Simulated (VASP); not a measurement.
Computed with PBE GGA with D4 dispersion, VASP's PBE PAW potentials (set 64) (plane waves; VASP).

VASP ran on this input.

### INCAR
```
# general
SYSTEM  = FeAl
PREC    = Accurate
ENCUT   = 520
LREAL   = F
LASPH   = T

# electronic loop
EDIFF   = 1E-7
NELM    = 100   # most electronic steps
ALGO    = Normal   # blocked Davidson
LMAXMIX = 4   # l cut-off of mixed one-centre charges

# smearing
ISMEAR  = -5

# functional
GGA     = PE   # PBE
IVDW    = 13   # D4

# ions
ISIF    = 2   # forces and stress, cell fixed

# output
LWAVE   = F
LCHARG  = T
LORBIT  = 11
NEDOS   = 601   # DOS grid
```

**POSCAR**
```
FeAl
1
    2.8417237673     0.0000000000     0.0000000000
    0.0000000000     2.8417237673     0.0000000000
    0.0000000000     0.0000000000     2.8417237673
Al Fe
1 1
Direct
  0.5000000000   0.5000000000   0.5000000000
  0.0000000000   0.0000000000   0.0000000000
```

KPOINTS:
```
Automatic mesh
0
Gamma
14 14 14
0 0 0
```

POTCAR, in this order: Al Fe (PBE.64 set). Program: vasp_std.

Output of the run:

**OSZICAR**
```
       N       E                     dE             d eps       ncg     rms          rms(c)
DAV:   1     0.324392606150E+02    0.32439E+02   -0.51448E+03  2176   0.125E+03
DAV:   2    -0.132925419094E+02   -0.45732E+02   -0.44357E+02  2168   0.182E+02
DAV:   3    -0.145516586061E+02   -0.12591E+01   -0.12344E+01  2512   0.410E+01
DAV:   4    -0.145774319276E+02   -0.25773E-01   -0.25803E-01  2780   0.530E+00
DAV:   5    -0.145779502071E+02   -0.51828E-03   -0.51882E-03  2631   0.660E-01    0.141E+01
DAV:   6    -0.163477613522E+02   -0.17698E+01   -0.72020E+01  2499   0.135E+02    0.174E+01
DAV:   7    -0.126529189105E+02    0.36948E+01   -0.35155E+01  2425   0.833E+01    0.253E+00
DAV:   8    -0.126182775941E+02    0.34641E-01   -0.22358E-01  2429   0.599E+00    0.143E+00
DAV:   9    -0.126032033700E+02    0.15074E-01   -0.45620E-02  2628   0.326E+00    0.344E-01
DAV:  10    -0.126028087201E+02    0.39465E-03   -0.87950E-04  2836   0.414E-01    0.162E-01
DAV:  11    -0.126027854170E+02    0.23303E-04   -0.24666E-05  2478   0.522E-02    0.667E-03
DAV:  12    -0.126027852488E+02    0.16818E-06   -0.13178E-06  2777   0.125E-02    0.498E-03
DAV:  13    -0.126027854662E+02   -0.21739E-06   -0.16185E-07  1212   0.499E-03    0.135E-03
DAV:  14    -0.126027855797E+02   -0.11356E-06   -0.47928E-08  1136   0.192E-03    0.339E-04
DAV:  15    -0.126027855660E+02    0.13725E-07   -0.57362E-09  1120   0.152E-03
   1 F= -.13432297E+02 E0= -.13432297E+02  d E =0.000000E+00
```

**OUTCAR**
```
------------------------ aborting loop because EDIFF is reached ----------------------------------------
  Edisp (eV):   -0.82951
  FORCE on cell =-STRESS in cart. coord.  units (eV):
  Direction    XX          YY          ZZ          XY          YZ          ZX
  --------------------------------------------------------------------------------------
  Total      -0.01453    -0.01453    -0.01453    -0.00000    -0.00000    -0.00000
  in kB      -1.01440    -1.01440    -1.01440    -0.00000    -0.00000    -0.00000
  external pressure =       -1.01 kB  Pullay stress =        0.00 kB
  volume of cell :       22.95
      direct lattice vectors                 reciprocal lattice vectors
     2.841723767  0.000000000  0.000000000     0.351899087  0.000000000  0.000000000
     0.000000000  2.841723767  0.000000000     0.000000000  0.351899087  0.000000000
     0.000000000  0.000000000  2.841723767     0.000000000  0.000000000  0.351899087
 POSITION                                       TOTAL-FORCE (eV/Angst)
 -----------------------------------------------------------------------------------
      1.42086      1.42086      1.42086         0.000000      0.000000      0.000000
      0.00000      0.00000      0.00000         0.000000      0.000000      0.000000
 -----------------------------------------------------------------------------------
    total drift:                               -0.000000      0.000000      0.000000
  FREE ENERGIE OF THE ION-ELECTRON SYSTEM (eV)
  ---------------------------------------------------
  free  energy   TOTEN  =       -13.4322969463 eV

  energy  without entropy=      -13.4322969463  energy(sigma->0) =      -13.43229695

 total charge

# of ion       s       p       d       tot
------------------------------------------
    1        0.405   0.452   0.000   0.857
    2        0.444   0.524   6.525   7.493
--------------------------------------------------
tot          0.849   0.976   6.525   8.349
```
(Selected blocks of OUTCAR.)

For a metal the tetrahedron method with Blöchl corrections gives inexact stress and forces.

The compound is FeAl in the CsCl type structure. It was relaxed first, which changed the volume by -7 %. The run is not spin-polarised, so no magnetic state was tried. The electron count is odd and the run is not spin-polarised, which forces a metal.
